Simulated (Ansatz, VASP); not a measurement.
# Cross-check of AlRu between VASP and Ansatz, part 2 of 2

Wanted: the spread between two codes on one cell, functional and k mesh. The cell is taken from a series of runs on this material, whose earlier steps may have relaxed, scaled, displaced or heated it; both programs get it as it stands.

VASP 6.6.1 and Ansatz 0.2.0.

So far: The structure; Ansatz: zone-centre phonons, LDA, pair 1; VASP: zone-centre phonons, LDA, pair 1; Side by side.

### 5. Ansatz: zone-centre phonons, LDA, pair 2

Level of this step: Ansatz beside VASP: Kohn-Sham DFT, plane waves, LDA (Ansatz).

Second derivatives magnify differences that forces hide, and they need a tight electronic threshold. The cell compared in this pair holds 25.51 Å³, against 25.25 Å³ for the pair before.

The cell is taken from a series of runs on this material, whose earlier steps may have relaxed, scaled, displaced or heated it; both programs get it as it stands.

Input file input.yaml:

```yaml
crystal:
  lattice:
    - [2.9437598995, 0.0, 0.0]
    - [0.0, 2.9437598995, 0.0]
    - [0.0, 0.0, 2.9437598995]
  atoms:
    - { symbol: Al, position: [0.0, 0.0, 0.0] }
    - { symbol: Ru, position: [0.5, 0.5, 0.5] }
kpoints:
  mp_grid: { grid: [16, 16, 16] }
hamiltonian:
  xc: lda
  pseudopotentials: { kind: paw, azcp: { folder: soft_1 }, xc_functional: pbe }
scf:
  occupations: { method: methfessel_paxton, width: 0.2 }
output:
  eigenvalues: true
phonons:
  method: dfpt
```

Run with:

```sh
> ansatz run input.yaml --threads 4 --pin off --max-ram 10240MiB --backend cpu --events-out ev --progress --plain --runs-dir out
```

Numbers of over 12 decimals in the logs are rounded to 6 here.

The log of the run:

```text
[...]
Crystal: 2 atoms, lattice volume = 25.510 Å³
Basis set: ecut = 420 eV, 485 PW (Γ), exchange–correlation on 40×40×40 points (8 copies of the dense FFT grid, shifted against one another)
Bands: 14, of which v1, the nominal top of the filled ones, is band 10 counted from 1 (9 counted from 0)
Symmetry: 48 space group operations
k-points: 405 of 4096 (irreducible under 8 space group operations, time reversal used)
[...]
k-point 2: bands = [... 6 lower, 12.9264, 16.5048, 16.5048, 16.9190, 21.7009, 23.5384, 23.5384, 27.2435]
  k-point 404: bands = [... 6 lower, 11.7849, 18.4125, 18.4125, 19.4641, 20.9079, 20.9079, 20.9079, 25.7118]
[...]
ASR residual: 7.784e-5 → 0.000e0 eV/Å²; symmetrization residual: 2.352e-6 eV/Å²
  ASR residual per site (eV/Å²): 7.51e-6 7.78e-5
  Γ frequencies (cm⁻¹): 0.00 0.00 0.00 331.82 331.82 331.82
[...]
[key lines of the parts left out:]
SCF converged after 8 iterations
Free energy (F): -6272.496401 eV
Fermi energy:    16.692366 eV
```

### 6. VASP: zone-centre phonons, LDA, pair 2

The same cell, functional (in two slightly different forms), mesh and smearing now go to VASP, with its own data sets.

Input file INCAR:

```
SYSTEM = AlRu
PREC = Accurate
ENCUT = 500
EDIFF = 1E-08
NELM = 120
ISMEAR = 1
SIGMA = 0.2
LREAL = .FALSE.
ALGO = Normal
GGA = PW92
NBANDS = 14
LASPH = .TRUE.
LORBIT = 11
LWAVE = .FALSE.
LCHARG = .FALSE.
ISIF = 2
IBRION = 8
GGA_COMPAT = .FALSE.
KPAR = 2
```

Input file POSCAR:

```
AlRu
1.0
    2.9437598995      0.0000000000      0.0000000000
    0.0000000000      2.9437598995      0.0000000000
    0.0000000000      0.0000000000      2.9437598995
Al Ru
1 1
Direct
    0.0000000000      0.0000000000      0.0000000000
    0.5000000000      0.5000000000      0.5000000000
```

Input file KPOINTS:

```
Automatic mesh
0
Gamma
16 16 16
0 0 0
```

The projector-augmented-wave data sets are Al and Ru_pv (LDA family, release 64).

Run with:

```sh
> mpirun -np 2 vasp_std
```

The log of the run:

```text
[banner, memory and clock lines left out]
running    2 mpi-ranks, on    1 nodes
[...]
[... a notice as in an earlier step ...]

 LDA part: xc-table for (Slater(with rela. corr.)+PW92), standard interpolation
 POSCAR, INCAR and KPOINTS ok, starting setup
[...]
entering main loop
       N       E                     dE             d eps       ncg     rms          rms(c)
DAV:   1     0.112389461902E+03    0.11239E+03   -0.92573E+03  4796   0.110E+03
DAV:   2    -0.150101435257E+02   -0.12740E+03   -0.12173E+03  5136   0.319E+02
DAV:   3    -0.168480762391E+02   -0.18379E+01   -0.18288E+01  5640   0.405E+01
DAV:   4    -0.168622008515E+02   -0.14125E-01   -0.14122E-01  5944   0.356E+00
[...]
DAV:  11    -0.161698395155E+02    0.10930E-05   -0.43596E-06  6028   0.258E-02    0.650E-03
DAV:  12    -0.161698394475E+02    0.68043E-07   -0.89160E-08  5694   0.316E-03    0.316E-04
DAV:  13    -0.161698394458E+02    0.17042E-08   -0.17767E-09  4418   0.393E-04
   1 F= -.16169839E+02 E0= -.16169388E+02  d E =-.135424E-02
[...]
RMM:   8    -0.621154737311E-02   -0.11982E-06   -0.35107E-09 19082   0.317E-04    0.806E-05
RMM:   9    -0.621163676767E-02   -0.89395E-07   -0.60582E-10 20339   0.880E-05    0.191E-05
RMM:  10    -0.621163905843E-02   -0.22908E-08   -0.82206E-11 19793   0.355E-05    0.317E-06
 first order change of Fermi-energy  -0.20730E-03
 force on displaced ion       1 direction 1 :  -8.745  -0.000   0.000
 Linear response progress:
  Degree of freedom:   2/  2
       N       E                     dE             d eps       ncg     rms          rms(c)
RMM:   1    -0.530819647122E+00   -0.53082E+00    0.41762E+00 11938   0.642E+01
RMM:   2    -0.640418197858E+00   -0.10960E+00   -0.11918E-01 16838   0.307E+00    0.158E-01
RMM:   3    -0.640621336669E+00   -0.20314E-03   -0.21211E-03 19447   0.362E-01    0.892E-02
RMM:   4    -0.640178247981E+00    0.44309E-03   -0.21782E-04 19502   0.137E-01    0.205E-02
[...]
RMM:  12    -0.640057372387E+00    0.75232E-07   -0.26483E-08 24278   0.128E-04    0.146E-06
RMM:  13    -0.640057350512E+00    0.21875E-07   -0.20181E-08 24569   0.107E-04    0.944E-07
RMM:  14    -0.640057351772E+00   -0.12596E-08   -0.16295E-08 24252   0.944E-05    0.626E-07
 first order change of Fermi-energy   0.21392E-02
 force on displaced ion       2 direction 1 :  -8.749  -0.000   0.000
 Linear response finished
```

Parts of OUTCAR (step 6):

```text
  Total        0.4536442      0.4536442      0.4536442      0.0000000      0.0000000     -0.0000000
  in kB       28.4917276     28.4917276     28.4917276      0.0000000      0.0000000     -0.0000000
  external PRESSURE =      28.4917276 kB  Pullay stress =       0.0000000 kB

 POSITION                                       TOTAL-FORCE (eV/Angst)
 -----------------------------------------------------------------------------------
      0.00000      0.00000      0.00000         0.000000      0.000000      0.000000
      1.47188      1.47188      1.47188         0.000000      0.000000      0.000000
 -----------------------------------------------------------------------------------
    total drift:                                0.000000     -0.000000     -0.000000

[... 1 part as in an earlier step ...]

[... 1 further part left out ...]
```

### 7. Differences

What differs besides the data sets and the points named for the pairs above, as far as they apply: the data sets hold 19 valence electrons in Ansatz (on its PAW soft_1 files) and 17 in VASP. Total energies have different zeros and are not compared.

Compared:

```csv
quantity,Ansatz,VASP,difference
optical mode 1 to 3 (cm⁻¹),331.8,334.2,-0.71 %
```

Modes are paired by rising frequency, not by their patterns, so a pair may set unlike modes beside each other; they are those without the splitting of longitudinal modes.

### 8. What came out

```json
{
 "r.m.s. difference of the optical zone-centre modes, each program's sorted by frequency (zone-centre phonons, LDA, pair 1)": "2.4 cm⁻¹",
 "difference in optical mode 1 to 3 (zone-centre phonons, LDA, pair 1)": "-0.7 %",
 "r.m.s. difference of the optical zone-centre modes, each program's sorted by frequency (zone-centre phonons, LDA, pair 2)": "2.4 cm⁻¹",
 "difference in optical mode 1 to 3 (zone-centre phonons, LDA, pair 2)": "-0.7 %"
}
```

The r.m.s. difference of the optical zone-centre modes, each program's sorted by frequency is 2.4 cm⁻¹ (zone-centre phonons, LDA, pair 1). The data sets hold unlike numbers of valence electrons (19 in Ansatz and 17 in VASP), so part of the differences comes from the potentials. Among the rows given in per cent, the largest difference of the zone-centre phonons, LDA, pair 1 pair is in optical mode 1 to 3, -0.7 %. Among the rows given in per cent, the largest difference of the zone-centre phonons, LDA, pair 2 pair is in optical mode 1 to 3, -0.7 %. How closely two codes agree says nothing of how well the functional describes the real material.

[Lines on the potential files, build, host, timing and source positions are cut from VASP's logs without a mark.]

[Logs are printed without paths, hosts, clocks, repeated set-up lines and the standing remarks that a program may print on its own settings, such as how far it seeks lower states.]

[Hosts, paths, dates, database ids (printed as entryN), source tags and the programs' standing remarks are cut or masked in the printed files.]
